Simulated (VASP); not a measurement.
VASP ran on this input.

**INCAR**
```
! general
SYSTEM  = WSi2
PREC    = Accurate
ENCUT   = 300
LREAL   = .FALSE.
LASPH   = .TRUE.

! electronic loop
EDIFF   = 1E-6
NELM    = 100
ALGO    = Normal
LMAXMIX = 6

! smearing
ISMEAR  = 1
SIGMA   = 0.1

! functional
GGA     = PE

! ions
ISIF    = 2

! output
LWAVE   = .FALSE.
LCHARG  = .FALSE.
```

**KPOINTS**
```
Automatic mesh
0
Gamma
12 12 12
0 0 0
```

POSCAR:
```
WSi2
1
   -1.6371000000     1.6371000000     3.9933000000
    1.6371000000    -1.6371000000     3.9933000000
    1.6371000000     1.6371000000    -3.9933000000
Si W
2 1
Direct
  0.6650000000   0.6650000000   0.0000000000
  0.3350000000   0.3350000000   0.0000000000
  0.0000000000   0.0000000000   0.0000000000
```

POTCAR, in this order: Si W_sv (PBE.64 set). Program: vasp_std.

Q: Translate this PBE calculation to Ansatz.

A: One equivalent input (not run):
Ansatz 0.2 input:
```yaml
crystal:
  lattice:
    - [-1.6371000, 1.6371000, 3.9933000]
    - [1.6371000, -1.6371000, 3.9933000]
    - [1.6371000, 1.6371000, -3.9933000]
  atoms:
    - { symbol: Si, position: [0.6650000, 0.6650000, 0.0000000] }
    - { symbol: Si, position: [0.3350000, 0.3350000, 0.0000000] }
    - { symbol: W, position: [0.0000000, 0.0000000, 0.0000000] }
kpoints:
  mp_grid: { grid: [12, 12, 12] }
hamiltonian:
  xc: pbe
  pseudopotentials: { kind: paw }
scf:
  occupations: { method: methfessel_paxton, width: 0.1 }
  max_iter: 100
output: { forces: true, stress: true, eigenvalues: true }
```
Limits of the translation: each code has its own PAW files, so the cut-off isn't converted (ENCUT is set for VASP's; basis.ecutwfc is left out, and Ansatz then takes the one that its files recommend); Ansatz stops its SCF on the density residual and VASP on the energy change (EDIFF).

The compound is WSi2 in the MoSi2 type structure. The cell was not relaxed at this level. The run is one of a series of settings (ENCUT = 300 against the base run), some of them coarse on purpose.
